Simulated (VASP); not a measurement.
All values below come from PBE GGA, VASP's PBE PAW potentials (set 64) (plane waves; VASP 6.6.1).

The input files of a VASP run:

KPOINTS:
```
Automatic mesh
0
Gamma
3 3 2
0 0 0
```

**KPOINTS_OPT**
```
k-points along high-symmetry lines
8
Line-mode
Reciprocal
  0.000000   0.000000   0.000000 ! GAMMA
  0.000000   0.500000   0.000000 ! X

  0.000000   0.000000   0.500000 ! Y
  0.000000   0.000000   0.000000 ! GAMMA

  0.000000   0.000000   0.000000 ! GAMMA
  0.500000   0.000000   0.000000 ! Z

  0.500000   0.500000   0.500000 ! R
  0.000000   0.000000   0.000000 ! GAMMA

  0.000000   0.000000   0.000000 ! GAMMA
  0.500000   0.000000   0.500000 ! T

  0.500000   0.500000   0.000000 ! U
  0.000000   0.000000   0.000000 ! GAMMA

  0.000000   0.000000   0.000000 ! GAMMA
  0.000000   0.500000   0.500000 ! V
```

### INCAR
```
# general
SYSTEM   =  BPt2
PREC     =  Accurate
ENCUT    =  400
LREAL    =  F
LASPH    =  T

# electronic loop
EDIFF    =  1E-6
NELM     =  100
ALGO     =  Normal
LMAXMIX  =  6

# smearing
ISMEAR   =  0
SIGMA    =  0.05

# functional
GGA      =  PE

# ions
ISIF     =  2

# output
LWAVE    =  F
LCHARG   =  F
```

POSCAR:
```
BPt2
12.2064160
  0.3276870950   0.0000000000   0.0000000000
  0.0000000000   0.3276870950   0.0000000000
  0.0000000000   0.0000000000   0.5000000000
Pt B
4 2
Cart
 -0.0006471820   0.0003253933  -0.0003700000
  0.1656238715   0.1679465176  -0.0012475000
  0.1668563027   0.0011495263   0.1389975000
  0.0003791340   0.1610487043   0.3665890000
  0.1617129260  -0.0046787163   0.3476160000
 -0.0023944096   0.1657392174   0.1484145000
```

POTCAR, in this order: Pt B (PBE.64 set). Program: vasp_std.

At this cut-off the stress carries a Pulay error, which pulls relaxed volumes low. Unless said otherwise, spin-orbit coupling is left out, though it shifts the bands of the heavy elements here.

### Question
Predict the energy per atom (σ→0), pressure, largest force, band gap (over mesh and band path).

### Answer

```yaml
energy per atom (σ→0): -5.204 eV/atom
band gap (over mesh and band path): none (metal, semimetal or under 0.01 eV)
pressure: -10.29 GPa
largest_force: 4.899 eV/Å
```

**OSZICAR**
```
...
DAV:  16    -0.312331004401E+02   -0.76679E-07   -0.34635E-06   379   0.162E-02
   1 F= -.31233100E+02 E0= -.31226527E+02  d E =-.131477E-01
       N       E                     dE             ncg
       N       E                     dE             ncg
       N       E                     dE             ncg
       N       E                     dE             ncg
       N       E                     dE             ncg
       N       E                     dE             ncg
```

The structure was generated: BPt2 was put into an ordered model structure, which need not be its known phase. The cell was not relaxed at this level, atoms are displaced from their ideal sites. The k-mesh is coarse (spacing up to 0.52 per Å, 2π included), so the numbers may not be converged in it.
